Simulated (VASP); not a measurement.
Write the native input for VASP 6.6.1 that does the following.

```
Task                   : relaxation of cell and atoms
Functional             : PBE
Potentials or basis    : VASP PAW PBE potentials, release 64 (Sb, W_sv)
Cutoff                 : 600 eV
k mesh                 : 7 × 7 × 7
Occupations            : fermi-dirac, width 0.05 eV
Spin                   : no spin polarisation
Further INCAR settings : ALGO = Normal; EDIFF = 1e-07; IBRION = 2; EDIFFG = -0.02; NSW = 60; ISIF = 3
```

The structure of SbW2 lies in POSCAR:

```
SbW2
1.0
    0.0000000000      3.1330100000      3.1330100000
    3.1330100000      0.0000000000      3.1330100000
    3.1330100000      3.1330100000      0.0000000000
Sb W
1 2
Direct
    0.5000000000      0.5000000000      0.5000000000
    0.2500000000      0.2500000000      0.2500000000
    0.7500000000      0.7500000000      0.7500000000
```

The cell was built by a generator and needn't be a form met in nature.

These files were run (other wordings do the same):

INCAR

```
SYSTEM = SbW2
ALGO     = Normal         ! electronic algorithm
EDIFF    = 1E-7           ! SCF threshold, eV
EDIFFG   = -0.02          ! ionic threshold
ENCUT    = 600            ! plane-wave cutoff, eV
GGA      = PE             ! functional
IBRION   = 2              ! ionic algorithm
ISIF     = 3              ! what is computed and relaxed
ISMEAR   = -1             ! smearing method
LASPH    = .TRUE.         ! aspherical terms in the spheres
LCHARG   = .FALSE.        ! write CHGCAR
LREAL    = .FALSE.        ! projectors in reciprocal space
LWAVE    = .FALSE.        ! write WAVECAR
NELM     = 60             ! most SCF steps
NSW      = 60             ! ionic steps
PREC     = Accurate       ! precision mode
PSTRESS  = 0            
SIGMA    = 0.05           ! smearing width, eV
```

KPOINTS

```
k-points
0
G
  7 7 7
  0 0 0
```

Potentials or basis: VASP PAW PBE potentials, release 64 (Sb, W_sv).

The run is started by

```bash
$ cat potpaw_PBE.64/Sb/POTCAR potpaw_PBE.64/W_sv/POTCAR > POTCAR
$ mpirun -np 1 vasp_std > vasp.out
```

It gave:

```
Relaxed volume                         : 20.53 Å³/atom
Relaxed cell                           : a = 4.433 Å, b = 4.433 Å, c = 4.433 Å, α = 60.00°, β = 60.00°, γ = 60.00°
Space group after relaxing (to 0.05 Å) : Fm-3m (No. 225)
Energy gained by relaxing              : 0.0 meV/atom
Ionic steps                            : 3
Pressure after relaxing                : 0.0 GPa
```

It took 41 s on 1 thread of Intel(R) Xeon(R) 6975P-C (Granite Rapids) (shared host), peak memory 0.21 GiB.
